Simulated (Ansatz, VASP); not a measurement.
# Re: VASP beside Ansatz

Aim: how closely do two programs agree when they are given the same cell, functional and k mesh? The structure shown is the end of the Ansatz relaxation below.

Main program and level: Ansatz 0.2.0; plane waves, with VASP 6.6.1 beside it; single point at PBEsol.

## (1) The starting structure

The structure is hexagonal, space group P6_3/mmc (No. 194). The conventional cell has a = 2.739 Å, b = 2.739 Å, c = 4.424 Å, α = 90.00°, β = 90.00°, γ = 120.00°. Nearest to Re lie 12 Re at 2.72 to 2.74 Å.

## (2) Ansatz: relaxation, PBEsol

Ansatz runs on its PAW soft_1 files.

This run makes the geometry at which the two programs are then compared.

input.yaml reads:

```yaml
crystal:
  lattice:
    - [2.7506238918, 0.0, 0.0]
    - [-1.3753119459, 2.3821101666, 0.0]
    - [0.0, 0.0, 4.4427387694]
  atoms:
    - { symbol: Re, position: [0.3333333333, 0.6666666667, 0.75] }
    - { symbol: Re, position: [0.6666666667, 0.3333333333, 0.25] }
kpoints:
  mp_grid: { grid: [18, 18, 10] }
scf:
  occupations: { method: fermi_dirac, width: 0.05 }
hamiltonian:
  xc: pbesol
  pseudopotentials: { kind: paw, azcp: { folder: soft_1 }, xc_functional: pbe }
basis:
  ecutwfc: 600
output:
  forces: true
  stress: true
relax:
  f_tol: 0.005
  max_steps: 70
  cell: { stress_tol: 0.02, p_target: 5 }
```

Command:

```bash
> ansatz run input.yaml --threads 4 --pin off --max-ram 10240MiB --backend cpu --events-out ev --progress --plain --runs-dir out
```

Numbers of over 12 decimals in the logs are rounded to 6 here.

The log of the run:

```text
Engine: ansatz 0.2.0, aarch64-unknown-linux-gnu
Pseudopotentials: kind: paw
Pseudopotential: Re, paw, valence charge 15, recommended cutoff 420 eV (normal), soft_1/Re.paw.azcp
Functional definition: PBEsol
  exchange = pbesol_x
  correlation = pbesol_c
Crystal: 2 atoms, lattice volume = 29.110 Å³
Basis set: ecut = 600 eV, 989 PW (Γ), exchange–correlation on 48×48×72 points (8 copies of the dense FFT grid, shifted against one another)
Bands: 19, of which v1, the nominal top of the filled ones, is band 15 counted from 1 (14 counted from 0)
Symmetry: 24 space group operations
Space group: P63/mmc (ITA 194), of the structure as read, at distance tolerance 3.1e-5 Å
k-points: 222 of 3240
Non-local potential: Re, projectors of the file, l = 0: 3, l = 1: 2, l = 2: 2, l = 3: 1
PAW form: soft (Blöchl's): semilocal exchange-correlation on the pseudo side does not see the compensation charge
PAW frozen core: Re, regenerated for the run's functional, and the local potential with it (the file was generated under x = pbe(κ = 0.804, μ = 0.219515), c = pbe(β = 0.066725))
PAW one-centre angular grid: Re, 590 points (default); XC on 64 Gauss nodes
Initial density: superposition of atomic densities (chi_scale 0.1, normalization cell)
Initial wavefunctions: pseudopotential atomic-orbital guess
Functional: x = pbesol(κ = 0.804, μ = 0.123457), c = pbesol(β = 0.046)
SCF iter   1: F=—  HF=-21477.182908 eV  |F-HF|=—  |Δ(HF+E_count)|=         —  Δρ=6.24e-2  dr2=1.05e0  ethr=3.10e-3  ⟨swp⟩=5.1  Hψ=17410  notcnv=0
preconditioner: auto → none  [metal: Δε(μ)=0.004 eV  Ē_g=6.487 eV  σ=0.050 eV  W_gap=0.02  n_scr=8 (ndim 8)  ℏωp=25.8 eV  f_vac=0.000  D(μ)=1.49/eV (n_scr^D=22)  sad-step TF]
SCF iter   2: F=—  HF=-21476.896472 eV  |F-HF|=—  |Δ(HF+E_count)|=   2.86e-1  Δρ=3.64e-2  dr2=3.44e-1  ethr=3.10e-3  ⟨swp⟩=2.0  Hψ=6783  notcnv=0
SCF iter   3: F=—  HF=-21476.763444 eV  |F-HF|=—  |Δ(HF+E_count)|=   1.33e-1  Δρ=1.70e-3  dr2=2.95e-4  ethr=1.15e-3  ⟨swp⟩=3.0  Hψ=8202  notcnv=0
SCF iter   4: F=—  HF=-21476.763813 eV  |F-HF|=—  |Δ(HF+E_count)|=   3.69e-4  Δρ=2.09e-4  dr2=1.21e-5  ethr=9.82e-7  ⟨swp⟩=2.1  Hψ=6196  notcnv=0
SCF iter   5: F=—  HF=-21476.763810 eV  |F-HF|=—  |Δ(HF+E_count)|=   2.16e-6  Δρ=3.47e-5  dr2=2.22e-7  ethr=4.03e-8  ⟨swp⟩=2.0  Hψ=5736  notcnv=0
SCF iter   6: F=-21476.763810 eV  HF=-21476.763810 eV  |F-HF|=3.73e-9  |Δ(HF+E_count)|=   3.99e-9  Δρ=7.52e-6  dr2=1.06e-8  ethr=3.33e-10  ⟨swp⟩=4.0  Hψ=14762  notcnv=0
SCF 1 converged in 6 iterations: F = -21476.763810 eV  dr2 = 1.06e-8
  greatest PAW one-centre occupation: 0.999 electrons in one spin orbital (limit 2), on the Re atom at site 1 (counted from 0), in its partial waves of l = 0
relax step   1: F+E_penalty+E_count = -21476.76381044 eV  Δ(F+E_penalty+E_count) = +0.000e0 eV  max|allowed force component| = 3.469e-17 eV/Å  Δτ_max = 0.0000 Å  P = +0.005 GPa  Ω = 29.110 Å³  (6 SCF iters, dr2 threshold 1.00e-7 eV, accepted)
[...]
relax step   2: F+E_penalty+E_count = -21476.69262226 eV  Δ(F+E_penalty+E_count) = +7.119e-2 eV  max|allowed force component| = 3.932e-17 eV/Å  Δτ_max = 0.0000 Å  P = +18.931 GPa  Ω = 27.857 Å³  energy of the carried Pulay correction = +4.751e-5 eV  (6 SCF iters, dr2 threshold 2.00e-7 eV, rejected (line search))
[...]
relax step   3: F+E_penalty+E_count = -21476.75882290 eV  Δ(F+E_penalty+E_count) = +4.988e-3 eV  max|allowed force component| = 6.708e-17 eV/Å  Δτ_max = 0.0000 Å  P = +4.737 GPa  Ω = 28.769 Å³  energy of the carried Pulay correction = +1.274e-5 eV  (7 SCF iters, accepted)
[...]
relax step   4: F+E_penalty+E_count = -21476.75825338 eV  Δ(F+E_penalty+E_count) = +5.695e-4 eV  max|allowed force component| = 3.701e-17 eV/Å  Δτ_max = 0.0000 Å  P = +5.006 GPa  Ω = 28.750 Å³  energy of the carried Pulay correction = +1.345e-5 eV  (6 SCF iters, dr2 threshold 1.89e-7 eV, accepted)
[...]
relax step   5: F+E_penalty+E_count = -21476.75824027 eV  Δ(F+E_penalty+E_count) = +1.311e-5 eV  max|allowed force component| = 3.238e-17 eV/Å  Δτ_max = 0.0000 Å  P = +5.006 GPa  Ω = 28.750 Å³  stress off target by 6.11e-3 GPa  SCF on the basis re-selected at this cell (its energy is not comparable with the rows above)  (8 SCF iters)
basis re-selected at this cell: Δ(F+E_penalty+E_count) = +1.311e-5 eV, ΔP = -0.000 GPa vs the last step (what re-selecting the basis moved, of the pressure what is left beyond the Pulay correction that the steps carried, after the strain that the cell walked since its last selection, with what the two solves' SCF thresholds leave and, on support functions, any second-order correction that the steps lacked; it is no m [...]
SCF converged after 8 iterations
Free energy (F): -21476.758240 eV
Harris-Foulkes:  -21476.758240 eV  (|F-HF|=1.46e-11)
Internal energy: -21476.744917 eV  (E = F + TS)
E sigma→0 (E₀):  -21476.751579 eV
Entropy (-TS):   -0.013323 eV (-6.662 meV/atom)
Fermi energy:    24.499887 eV
--- Per-component energies (eV) ---
  E_band       = -127.922954
  E_kinetic    = 1049.270898
  E_local      = -1509.607553  (includes V_loc(G=0)·N_el)
  E_nonlocal   = 165.201455
  E_hartree    = 528.290557
  E_xc         = -709.712284
  E_vxc        = -581.617886  (∫ρ·V_xc dr)
  E_paw        = -17152.267507  (= ΣΔE_a)
  E_vpaw       = -307.751017  (= ΣTr[D̂ρ^β])
  E_aug_tail   = 0.000037  (compensation charges beyond the density's cutoff)
  E_ewald      = -3848.387172
  E_core_change = 0.466653  (= ΣΔE_core)
  E_smearing   = -0.013323  (= −TS)
  E_closure    = 0.000000  (closes the sum)
  Σ components = -21476.758240   (vs F -21476.758240, Δ=0.00e0)
--- Forces (eV/Å), atoms counted from 1 ---
  atom   1  Re     0.00000000     0.00000000     0.00000000
  atom   2  Re     0.00000000    -0.00000000     0.00000000
  max |Σ_I F_I| component: 0.00e0 eV/Å
--- Stress (GPa, compression-positive) ---
        5.005474      -0.000000       0.000000
        0.000000       5.005474       0.000000
        0.000000       0.000000       5.006114
  P = ⅓ Tr σ = 5.0057 GPa (50.057 kbar)
--- Relaxed structure (4 steps of the walk, 3 accepted, 1 SCFs on fresh bases) ---
  F+E_penalty+E_count = -21476.75824027 eV   max|allowed force component| = 3.238e-17 eV/Å   (the final SCF, on the basis selected at the relaxed cell)
  cell:  # Å, volume = 28.7499 Å³
    - [2.739188, 0, 0.0]
    - [-1.369594, 2.372206, 0.0]
    - [0.0, 0.0, 4.424473]
  atoms:
    - { symbol: Re, position: [0.333333, 0.666667, 0.750000] }
    - { symbol: Re, position: [0.666667, 0.333333, 0.25] }
```

## (3) VASP: single point, PBEsol, pair 1

The same cell, functional, mesh and smearing now go to VASP, with its own data sets.

Lines of VASP's logs that name or quote its potential files are left out, and so is its time.

INCAR reads:

```
SYSTEM = Re
PREC = Accurate
ENCUT = 600
EDIFF = 1E-06
NELM = 120
ISMEAR = -1
SIGMA = 0.05
LREAL = .FALSE.
ALGO = Normal
GGA = PS
NBANDS = 13
LASPH = .TRUE.
LORBIT = 11
LWAVE = .FALSE.
LCHARG = .FALSE.
ISIF = 2
GGA_COMPAT = .FALSE.
KPAR = 2
```

POSCAR reads:

```
Re
1.0
    2.7391881222      0.0000000000      0.0000000000
   -1.3695940611      2.3722064995      0.0000000000
    0.0000000000      0.0000000000      4.4244726974
Re
2
Direct
    0.3333333333      0.6666666667      0.7500000000
    0.6666666667      0.3333333333      0.2500000000
```

KPOINTS reads:

```
Automatic mesh
0
Gamma
18 18 10
0 0 0
```

Potentials, in the order of the species: Re (PBE family, release 64).

Command:

```bash
> mpirun -np 2 vasp_std
```

The log of the run:

```text
[banner, memory and clock lines left out]
running    2 mpi-ranks, on    1 nodes
 distrk:  each k-point on    1 cores,    2 groups
 distr:  one band on    1 cores,    1 groups

 POSCAR found type information on POSCAR Re
 POSCAR found :  1 types and       2 ions
|                                                                             |
|               ----> ADVICE to this user running VASP <----                  |
|                                                                             |
|     You enforced a specific xc type in the INCAR file but a different       |
|     [... a line on the potential file left out ...]
|     I HOPE YOU KNOW WHAT YOU ARE DOING!                                     |
|                                                                             |

 LDA part: xc-table for (Slater+PW92), standard interpolation
 POSCAR, INCAR and KPOINTS ok, starting setup
 FFT: planning ... GRIDC
 FFT: planning ... GRID_SOFT
 FFT: planning ... GRID
 WAVECAR not read
 entering main loop
       N       E                     dE             d eps       ncg     rms          rms(c)
DAV:   1     0.303539478457E+02    0.30354E+02   -0.73975E+03 11000   0.147E+03
DAV:   2    -0.255504797508E+02   -0.55904E+02   -0.47777E+02  9847   0.336E+02
DAV:   3    -0.281766947365E+02   -0.26262E+01   -0.23395E+01 10090   0.881E+01
DAV:   4    -0.282191826630E+02   -0.42488E-01   -0.41830E-01  9087   0.630E+00
DAV:   5    -0.282198330308E+02   -0.65037E-03   -0.65003E-03  9836   0.110E+00    0.464E+01
DAV:   6    -0.271231378496E+02    0.10967E+01   -0.91042E-01 10031   0.269E+01    0.196E+01
DAV:   7    -0.267517383566E+02    0.37140E+00   -0.63661E-01 10279   0.219E+01    0.478E-01
DAV:   8    -0.267395365404E+02    0.12202E-01   -0.80760E-03  9588   0.815E-01    0.142E-01
DAV:   9    -0.267387395902E+02    0.79695E-03   -0.39994E-04 10226   0.214E-01    0.473E-02
DAV:  10    -0.267387335010E+02    0.60892E-05   -0.64921E-05  9454   0.102E-01    0.145E-02
DAV:  11    -0.267387341507E+02   -0.64978E-06   -0.25077E-07  5764   0.214E-02
   1 F= -.26738734E+02 E0= -.26732052E+02  d E =-.133636E-01
```

From OUTCAR (step 3):

```text
ion  position               nearest neighbor table
   1  0.333  0.667  0.750-   2 2.72   2 2.72   2 2.72   2 2.72   2 2.72   2 2.72
   2  0.667  0.333  0.250-   1 2.72   1 2.72   1 2.72   1 2.72   1 2.72   1 2.72

  LATTYP: Found a hexagonal cell.
 ALAT       =     2.7391881222
 C/A-ratio  =     1.6152496652

 Subroutine GETGRP returns: Found 24 space group operations
 (whereof 12 operations were pure point group operations)

The static configuration has the point symmetry D_3d.
 The point group associated with its full space group is D_6h.

 Found    222 irreducible k-points:

   k-points           NKPTS =    222   k-points in BZ     NKDIM =    222   number of bands    NBANDS=     13

   dimension x,y,z NGX =    24 NGY =   24 NGZ =   36
   dimension x,y,z NGXF=    48 NGYF=   48 NGZF=   72

   ENCUT  =  600.0 eV  44.10 Ry    6.64 a.u.   5.47  5.47  8.84*2*pi/ulx,y,z

   NELECT =      14.0000    total number of electrons

 k-points in reciprocal lattice and weights: Automatic mesh
   0.00000000  0.00000000  0.00000000       0.000
   0.05555556 -0.00000000  0.00000000       0.002
   0.11111111 -0.00000000  0.00000000       0.002
   0.16666667  0.00000000  0.00000000       0.002
   0.22222222 -0.00000000  0.00000000       0.002
   0.27777778  0.00000000  0.00000000       0.002
   0.33333333  0.00000000  0.00000000       0.002
   0.38888889  0.00000000  0.00000000       0.002
   0.44444444 -0.00000000  0.00000000       0.002
[...]
0.33333333  0.27777778  0.50000000       0.004
   0.33333333  0.33333333  0.50000000       0.001

 average (electrostatic) potential at core
       1 -38.6298       2 -38.6298

 E-fermi :   7.9942

 k-point     1 :       0.0000    0.0000    0.0000
  band No.  band energies     occupation
    ...
      3       6.3598      2.00000
      4       6.3598      2.00000
      5       6.3614      2.00000
      6       7.2311      2.00000
      7       7.2311      2.00000
      8       8.1978      0.03351
      9       8.1978      0.03351
     10       8.6699      0.00000
     11      11.4881      0.00000
     12      11.4881      0.00000
    ...

 k-point     2 :       0.0556   -0.0000    0.0000
  band No.  band energies     occupation
    ...
      4       6.4799      2.00000
      5       6.6958      2.00000
      6       7.1355      2.00000
      7       7.3449      2.00000
      8       7.9363      1.52173
      9       8.0940      0.23931
     10       8.3285      0.00249
     11      11.5599      0.00000
     12      12.0952      0.00000
     13      18.3166      0.00000

 k-point     3 :       0.1111   -0.0000    0.0000
  band No.  band energies     occupation
    ...
      5       6.8363      2.00000
      6       6.9951      2.00000
      7       7.1190      2.00000
      8       7.6813      1.99618
      9       7.8217      1.93846
     10       8.0663      0.38278
     11      11.7387      0.00000
     12      13.3243      0.00000
     13      18.2775      0.00000

  Total        0.9474198      0.9474198      0.9273927     -0.0000000     -0.0000000      0.0000000
  in kB       52.7979633     52.7979633     51.6818906     -0.0000000     -0.0000000      0.0000000
  external PRESSURE =      52.4259391 kB  Pullay stress =       0.0000000 kB

  energy-cutoff  :      600.00
  volume of cell :       28.75
      direct lattice vectors                 reciprocal lattice vectors
     2.739188122  0.000000000  0.000000000     0.365071676  0.210774231  0.000000000
    -1.369594061  2.372206499  0.000000000     0.000000000  0.421548461  0.000000000
     0.000000000  0.000000000  4.424472697     0.000000000  0.000000000  0.226015634

 POSITION                                       TOTAL-FORCE (eV/Angst)
 -----------------------------------------------------------------------------------
     -0.00000      1.58147      3.31835         0.000000      0.000000      0.000000
      1.36959      0.79074      1.10612        -0.000000     -0.000000      0.000000
 -----------------------------------------------------------------------------------
    total drift:                               -0.000000      0.000000     -0.000000

  FREE ENERGIE OF THE ION-ELECTRON SYSTEM (eV)
  ---------------------------------------------------
  free  energy   TOTEN  =       -26.7387341507 eV

  energy  without entropy=      -26.7253705572  energy(sigma->0) =      -26.73205235

 total charge
# of ion       s       p       d       tot
------------------------------------------
    1        0.638   0.699   4.912   6.249
    2        0.638   0.699   4.912   6.249
--------------------------------------------------
tot          1.276   1.398   9.824  12.499

[... 3 further parts left out ...]
```

The run ends at a pressure of 5.24 GPa.

## (4) Comparison

Known differences besides the potentials themselves: the data sets hold 30 valence electrons in Ansatz (on its PAW soft_1 files) and 14 in VASP; Ansatz makes its cores anew for this functional, VASP keeps those of its PBE data sets; Ansatz's pressure holds a Pulay correction, VASP's none. Total energies have different zeros and are not compared.

Compared:

| quantity | Ansatz | VASP | difference |
| --- | --- | --- | --- |
| pressure (GPa) | 5.01 | 5.24 | -0.24 |

## (5) Ansatz: relaxation, PBEsol

This run makes the geometry at which the two programs are then compared. The cell compared in this pair holds 29.42 Å³, against 28.75 Å³ for the pair before.

The structure compared here is the end of the Ansatz relaxation.

Edit input.yaml of step 2 so:

```diff
@@ -23,2 +23,2 @@
   max_steps: 70
-  cell: { stress_tol: 0.02, p_target: 5 }
+  cell: { stress_tol: 0.02, p_target: -4 }
```

Command:

```bash
> ansatz run input.yaml --threads 4 --pin off --max-ram 10240MiB --backend cpu --events-out ev --progress --plain --runs-dir out
```

The log of the run:

```text
[...]
Crystal: 2 atoms, lattice volume = 29.110 Å³
Basis set: ecut = 600 eV, 989 PW (Γ), exchange–correlation on 48×48×72 points (8 copies of the dense FFT grid, shifted against one another)
Bands: 19, of which v1, the nominal top of the filled ones, is band 15 counted from 1 (14 counted from 0)
Symmetry: 24 space group operations
[...]
k-points: 222 of 3240
[...]
-0.000000      -4.005902       0.000000
        0.000000       0.000000      -3.996452
  P = ⅓ Tr σ = -4.0028 GPa (-40.028 kbar)
--- Relaxed structure (4 steps of the walk, 3 accepted, 1 SCFs on fresh bases) ---
[...]
cell:  # Å, volume = 29.4171 Å³
    - [2.760323, 0.0, 0.0]
    - [-1.380161, 2.390510, 0.0]
    - [0.0, 0.0, 4.458097]
  atoms:
    - { symbol: Re, position: [0.333333, 0.666667, 0.75] }
    - { symbol: Re, position: [0.666667, 0.333333, 0.25] }
[key lines of the parts left out:]
SCF converged after 8 iterations
Free energy (F): -21476.759944 eV
Fermi energy:    23.850974 eV
```

## (6) VASP: single point, PBEsol, pair 2

The same cell, functional, mesh and smearing now go to VASP, with its own data sets.

INCAR is that of step 3.

POSCAR reads:

```
Re
1.0
    2.7603227985      0.0000000000      0.0000000000
   -1.3801613993      2.3905096662      0.0000000000
    0.0000000000      0.0000000000      4.4580966163
Re
2
Direct
    0.3333333333      0.6666666667      0.7500000000
    0.6666666667      0.3333333333      0.2500000000
```

KPOINTS is that of step 3.

Command:

```bash
> mpirun -np 2 vasp_std
```

The log of the run:

```text
[banner, memory and clock lines left out]
running    2 mpi-ranks, on    1 nodes
[...]
[... a notice as in an earlier step ...]

 LDA part: xc-table for (Slater+PW92), standard interpolation
 POSCAR, INCAR and KPOINTS ok, starting setup
[...]
entering main loop
       N       E                     dE             d eps       ncg     rms          rms(c)
DAV:   1     0.301752474951E+02    0.30175E+02   -0.73673E+03 10972   0.145E+03
DAV:   2    -0.254142932636E+02   -0.55590E+02   -0.47512E+02  9729   0.328E+02
DAV:   3    -0.282246369342E+02   -0.28103E+01   -0.25067E+01 10168   0.935E+01
DAV:   4    -0.282697623204E+02   -0.45125E-01   -0.44744E-01  8973   0.665E+00
[...]
DAV:   9    -0.267410907949E+02    0.78133E-03   -0.39056E-04 10231   0.203E-01    0.424E-02
DAV:  10    -0.267410858905E+02    0.49044E-05   -0.57235E-05  9474   0.887E-02    0.150E-02
DAV:  11    -0.267410866231E+02   -0.73258E-06   -0.29338E-07  5649   0.222E-02
   1 F= -.26741087E+02 E0= -.26734235E+02  d E =-.137032E-01
```

(Part 1 of 2 ends here.)

[Lines on the potential files, build, host, timing and source positions are cut from VASP's logs without a mark.]

[Logs are printed without paths, hosts, clocks, repeated set-up lines and the standing remarks that a program may print on its own settings, such as how far it seeks lower states.]

[Hosts, paths, dates, database ids (printed as entryN), source tags and the programs' standing remarks are cut or masked in the printed files.]
